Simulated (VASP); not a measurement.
# TiNCl with r2SCAN: from relaxation to properties, part 7 of 7

Aim: relax TiNCl with r2SCAN, compute its properties on that cell and hold them against experiment. Left out of this account: 1 further run (core levels: core levels are not valid at this level). The start is a cell from a database of measured crystal structures.

VASP 6.6.1; r2SCAN; plane waves and PAW (Ti_sv, N, Cl).

So far, gap on the k-mesh (eV): step 2 (relaxing cell and atoms (r2SCAN)) 0.913; step 4 (single point with fields (r2SCAN)) 0.918; step 6 (total and projected DOS (r2SCAN)) 0.920; step 8 (volume scan with r2SCAN) 0.883; step 9 (volume scan with r2SCAN (run 2)) 0.897.

## 13. Volume scan with r2SCAN (run 6)

INCAR reads:

```
SYSTEM = TiNCl
PREC = Accurate
ENCUT = 520
EDIFF = 1E-06
NELM = 100
ISMEAR = 0
SIGMA = 0.05
LREAL = .FALSE.
ALGO = Normal
METAGGA = R2SCAN
LASPH = .TRUE.
NBANDS = 30
LORBIT = 11
LWAVE = .FALSE.
LCHARG = .FALSE.
KPAR = 4
ISIF = 2
```

POSCAR reads:

```
TiNCl
1.0
    3.3079784690      0.0000000000      0.0000000000
    0.0000000000      3.9867584333      0.0000000000
    0.0000000000      0.0000000000      8.1448062090
Ti N Cl
2 2 2
Direct
    0.0000000000      0.5000000000      0.0966246197
    0.5000000000      0.0000000000      0.9033753803
    0.5000000000      0.5000000000      0.9537411180
    0.0000000000      0.0000000000      0.0462588820
    0.5000000000      0.5000000000      0.3243572331
    0.0000000000      0.0000000000      0.6756427669
```

KPOINTS reads:

```
Automatic mesh
0
Gamma
7 6 3
0 0 0
```

PAW data sets: Ti_sv, N and Cl (PBE family, release 64).

Started as:

```console
$ mpirun -np 4 vasp_std
```

The program printed:

```text
[... set-up lines as in an earlier step ...]
 entering main loop
       N       E                     dE             d eps       ncg     rms          rms(c)
DAV:   1     0.575808022679E+03    0.57581E+03   -0.23716E+04  1920   0.170E+03
DAV:   2     0.566325969098E+01   -0.57014E+03   -0.54804E+03  2078   0.502E+02
DAV:   3    -0.868014913247E+02   -0.92465E+02   -0.90119E+02  3174   0.178E+02
DAV:   4    -0.941592732177E+02   -0.73578E+01   -0.73421E+01  2948   0.466E+01
[...]
DAV:  15    -0.671899504743E+02   -0.58678E-06   -0.33719E-05  2666   0.396E-02    0.825E-03
DAV:  16    -0.671899494043E+02    0.10700E-05   -0.38898E-06  1892   0.169E-02    0.122E-03
DAV:  17    -0.671899500175E+02   -0.61320E-06   -0.52228E-07   972   0.720E-03
   1 F= -.67189950E+02 E0= -.67189950E+02  d E =-.150342E-21
```

The job ended after 3.8 min (4 MPI ranks of AMD EPYC 7R43, shared host; peak memory 1 GiB).

OUTCAR, selected parts (step 13):

```text
  Total       -3.5002479     -3.1303918     -2.6314774      0.0000000      0.0000000      0.0000000
  in kB      -52.2090796    -46.6923711    -39.2506524      0.0000000      0.0000000      0.0000000
  external PRESSURE =     -46.0507010 kB  Pullay stress =       0.0000000 kB

 POSITION                                       TOTAL-FORCE (eV/Angst)
 -----------------------------------------------------------------------------------
      0.00000      1.99338      0.78699         0.000000      0.000000     -0.300750
      1.65399      0.00000      7.35782         0.000000      0.000000      0.300750
      1.65399      1.99338      7.76804         0.000000      0.000000      0.255389
      0.00000      0.00000      0.37677         0.000000      0.000000     -0.255389
      1.65399      1.99338      2.64183         0.000000      0.000000     -0.360316
      0.00000      0.00000      5.50298         0.000000      0.000000      0.360316
 -----------------------------------------------------------------------------------
    total drift:                                0.000000     -0.000000      0.000000

  FREE ENERGIE OF THE ION-ELECTRON SYSTEM (eV)
  ---------------------------------------------------
  free  energy   TOTEN  =       -67.1899500175 eV

  energy  without entropy=      -67.1899500175  energy(sigma->0) =      -67.18995002

[... 1 part as in an earlier step ...]

[... 2 further parts left out ...]
[key lines of the parts left out:]
E-fermi :   3.1871
```

The pressure falls from -2.41 to -4.61 GPa.

The run ends at a pressure of -4.61 GPa, with forces up to 0.36 eV/Å.

## 14. Volume scan with r2SCAN (run 7)

A prediction first. A parabola through the 6 pressures of evenly scaled cells so far, P = 0.00 -127.7 t +270 t² GPa with t = ln(V/V₁) and V₁ the volume at scale 1, gives -6.53 GPa at t = +0.0583.

INCAR is that of step 13.

Edit POSCAR of step 13 so:

```diff
@@ -2,5 +2,5 @@
 1.0
-    3.3079784690      0.0000000000      0.0000000000
-    0.0000000000      3.9867584333      0.0000000000
-    0.0000000000      0.0000000000      8.1448062090
+    3.3290489637      0.0000000000      0.0000000000
+    0.0000000000      4.0121524838      0.0000000000
+    0.0000000000      0.0000000000      8.1966853543
 Ti N Cl
```

KPOINTS is that of step 13.

Started as:

```console
$ mpirun -np 4 vasp_std
```

The program printed:

```text
[... set-up lines as in an earlier step ...]
 entering main loop
       N       E                     dE             d eps       ncg     rms          rms(c)
DAV:   1     0.574601255879E+03    0.57460E+03   -0.23665E+04  1920   0.170E+03
DAV:   2     0.112691485936E+02   -0.56333E+03   -0.54225E+03  2044   0.504E+02
DAV:   3    -0.862988469193E+02   -0.97568E+02   -0.94970E+02  3226   0.180E+02
DAV:   4    -0.941623436335E+02   -0.78635E+01   -0.78463E+01  2922   0.482E+01
[...]
DAV:  15    -0.671196362041E+02    0.13173E-05   -0.54630E-05  2668   0.482E-02    0.874E-03
DAV:  16    -0.671196349832E+02    0.12209E-05   -0.41584E-06  1918   0.172E-02    0.155E-03
DAV:  17    -0.671196356564E+02   -0.67326E-06   -0.48803E-07   978   0.679E-03
   1 F= -.67119636E+02 E0= -.67119636E+02  d E =-.255929E-17
```

Run time: 3.1 min. Hardware: 4 MPI ranks; peak memory 1 GiB.

Parts of OUTCAR (step 14):

```text
  Total       -5.0766630     -4.5666325     -3.8316593      0.0000000      0.0000000      0.0000000
  in kB      -74.2938800    -66.8298930    -56.0740063      0.0000000      0.0000000      0.0000000
  external PRESSURE =     -65.7325931 kB  Pullay stress =       0.0000000 kB

 POSITION                                       TOTAL-FORCE (eV/Angst)
 -----------------------------------------------------------------------------------
      0.00000      2.00608      0.79200         0.000000      0.000000     -0.431216
      1.66452      0.00000      7.40468         0.000000      0.000000      0.431216
      1.66452      2.00608      7.81752         0.000000      0.000000      0.375273
      0.00000      0.00000      0.37917         0.000000      0.000000     -0.375273
      1.66452      2.00608      2.65865         0.000000      0.000000     -0.518722
      0.00000      0.00000      5.53803         0.000000      0.000000      0.518722
 -----------------------------------------------------------------------------------
    total drift:                                0.000000     -0.000000      0.000000

  FREE ENERGIE OF THE ION-ELECTRON SYSTEM (eV)
  ---------------------------------------------------
  free  energy   TOTEN  =       -67.1196356564 eV

  energy  without entropy=      -67.1196356564  energy(sigma->0) =      -67.11963566

[... 1 part as in an earlier step ...]

[... 2 further parts left out ...]
[key lines of the parts left out:]
E-fermi :   2.9551
```

The pressure falls from -4.61 to -6.57 GPa. The parabola predicted -6.53 GPa, +0.04 GPa off.

## 15. Comparing the runs

Times are for 4 MPI ranks of AMD EPYC 7R43, shared host. Results by setting:

| no. | volume scale | energy above the lowest point (meV/atom) | pressure (GPa) | gap on the k-mesh (eV) | time | memory (GiB) |
| --- | --- | --- | --- | --- | --- | --- |
| 1 | 0.94 | 28.36 | 8.942 | 0.8827 | 3.5 min | 0.91 |
| 2 | 0.96 | 12.4 | 5.651 | 0.8967 | 3.4 min | 0.93 |
| 3 | 0.98 | 3.16 | 2.683 | 0.9082 | 3.4 min | 0.91 |
| 4 | 1 | 0 | 0.004818 | 0.9178 | 2.2 min | 0.92 |
| 5 | 1.02 | 2.32 | -2.413 | 0.9254 | 3.3 min | 0.94 |
| 6 | 1.04 | 9.59 | -4.605 | 0.9315 | 3.8 min | 1.0 |
| 7 | 1.06 | 21.31 | -6.573 | 0.9358 | 3.1 min | 1.0 |

## 16. Fit for r2SCAN

This step: Birch-Murnaghan fit, r2SCAN; plane waves and PAW (VASP 6.6.1).

No new run; the numbers come from the runs before.

Numbers from this step:

* pressure derivative of the bulk modulus: 4.152
* r.m.s. error of the fit: 3.53e-6 eV/atom
* minimum inside the sampled range: yes
* bulk modulus: 126.7 GPa
* equilibrium volume of the fit: 17.23 Å³/atom

Energy above the fitted minimum against volume:

| volume (Å³/atom) | energy above the fitted minimum (eV/atom) |
| --- | --- |
| 16.181 | 0.0284 |
| 16.525 | 0.0124 |
| 16.870 | 0.00316 |
| 17.214 | 6.6e-6 |
| 17.558 | 0.00233 |
| 17.902 | 0.00959 |
| 18.247 | 0.0213 |

The fitted volume lies +0.12 % from the relaxed one. At a finite cutoff and mesh the minimum of the energy and the zero of the stress don't quite coincide, and the relaxation stops at a threshold. The atoms bear forces along the scan, since they were held; freeing them would lower the modulus.

## 17. Summary of results

```
relaxed volume                                             : 17.21 Å³/atom
relaxed conventional cell a, b, c                          : 3.265, 3.935, 8.039 Å
space group after relaxing, within 0.02 Å                  : Pmmn (No. 59)
band gap                                                   : 0.918 eV, direct
gap among the points of the DOS mesh alone, an upper bound : 0.920 eV
highest zone-centre mode                                   : 665 cm⁻¹
bulk modulus from the fit                                  : 127 GPa
volume from the fit                                        : 17.2 Å³/atom
```

With r2SCAN, TiNCl relaxes to 17.21 Å³/atom in space group Pmmn (held by the symmetry of the run), has a direct gap of 0.918 eV and has a bulk modulus of 127 GPa at fixed shape and positions, an upper bound. Against the listed cell the volume lies +3.2 % (a +0.2 %, b -0.1 %, c +3.0 %). Bands along the symmetry lines (r2SCAN): The path shows a direct gap of 0.92 eV (valence top at Γ, conduction bottom at Γ). Vibrations at Γ (r2SCAN): The highest mode in this list at Γ, 665.4 cm⁻¹, is mostly motion of N (100 % of the kinetic energy). Semilocal functionals usually underestimate gaps. Modes at Γ alone can't show that the crystal is stable at other wave vectors, and the LO-TO splitting is not included. The bonds form layers, and without a dispersion term the spacing between them, and what depends on it, is unreliable. No search among competing phases was made, and a listed structure need not be the one stable at ambient conditions. All values are for a static lattice at zero temperature.

Calculation against experiment:

| quantity | measured | r2SCAN |
| --- | --- | --- |
| lattice constant a (our axis b, matched by order of length) (Å) | 3.9373 | 3.935 (-0.1 %) |
| lattice constant b (our axis a, matched by order of length) (Å) | 3.2554 | 3.265 (+0.3 %) |
| lattice constant c (Å) | 7.7997 | 8.039 (+3.1 %) |

Measured values from arxiv:1908.10978 (2019).

How well it matches: The lattice constant a is off by -0.1 %: good agreement. The lattice constant b is off by +0.3 %: good agreement. The lattice constant c is off by +3.1 %: a clear miss. The grades are ours: good and fair within 0.7 and 1.5 % for the lattice constant a, 0.7 and 1.5 % for the lattice constant b and 0.8 and 2 % for the lattice constant c. For lattice constants the calculation has a static lattice, without zero-point motion or thermal expansion.

[Lines on the potential files, build, host, timing and source positions are cut from VASP's logs without a mark.]

[Logs are printed without paths, hosts, clocks, repeated set-up lines and the standing remarks that a program may print on its own settings, such as how far it seeks lower states.]

[Hosts, paths, dates, database ids (printed as entryN), source tags and the programs' standing remarks are cut or masked in the printed files.]

[A measured line is paired with the nearest computed mode of its activity, which favours agreement.]
